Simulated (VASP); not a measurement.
OSZICAR of a VASP run on Bi2Te3 (tetradymite):

OSZICAR:
```
       N       E                     dE             d eps       ncg     rms          rms(c)
DAV:   1     0.441900583886E+03    0.44190E+03   -0.21997E+04  2464   0.167E+03
DAV:   2     0.299407147284E+02   -0.41196E+03   -0.40193E+03  2660   0.416E+02
DAV:   3    -0.164297670579E+02   -0.46370E+02   -0.44425E+02  3180   0.149E+02
DAV:   4    -0.184758581167E+02   -0.20461E+01   -0.20194E+01  2780   0.318E+01
DAV:   5    -0.185830591469E+02   -0.10720E+00   -0.10699E+00  3664   0.742E+00    0.776E+00
DAV:   6    -0.183086137436E+02    0.27445E+00   -0.69365E-01  2840   0.524E+00    0.589E+00
DAV:   7    -0.183201694860E+02   -0.11556E-01   -0.29351E-01  3228   0.240E+00    0.122E+00
DAV:   8    -0.183213665641E+02   -0.11971E-02   -0.30132E-02  2784   0.110E+00    0.636E-01
DAV:   9    -0.183211008321E+02    0.26573E-03   -0.49300E-03  2928   0.442E-01    0.343E-01
DAV:  10    -0.183214416347E+02   -0.34080E-03   -0.13755E-03  3008   0.182E-01    0.915E-02
DAV:  11    -0.183214868462E+02   -0.45211E-04   -0.94283E-05  3576   0.526E-02    0.510E-02
DAV:  12    -0.183214912651E+02   -0.44189E-05   -0.13745E-05  2960   0.212E-02    0.201E-02
DAV:  13    -0.183214927902E+02   -0.15251E-05   -0.93792E-06  2692   0.129E-02    0.567E-03
DAV:  14    -0.183214926775E+02    0.11269E-06   -0.63487E-07  2412   0.468E-03    0.490E-03
DAV:  15    -0.183214926282E+02    0.49311E-07   -0.19809E-07  2100   0.240E-03
   1 F= -.20793562E+02 E0= -.20793562E+02  d E =0.000000E+00
```

Question: Which electronic solver shows in the log?

Answer: It is blocked Davidson (ALGO = Normal, or the opening steps of other solvers). The INCAR had ALGO = Normal.

Question: Can the final energy be trusted as converged?

Answer: The run converged. It stopped with EDIFF = 1E-7, NELM = 100 (PBE GGA with D4 dispersion, plane waves, VASP's PBE PAW potentials (set 64)).

The compound is Bi2Te3 in the tetradymite structure. It was relaxed first.
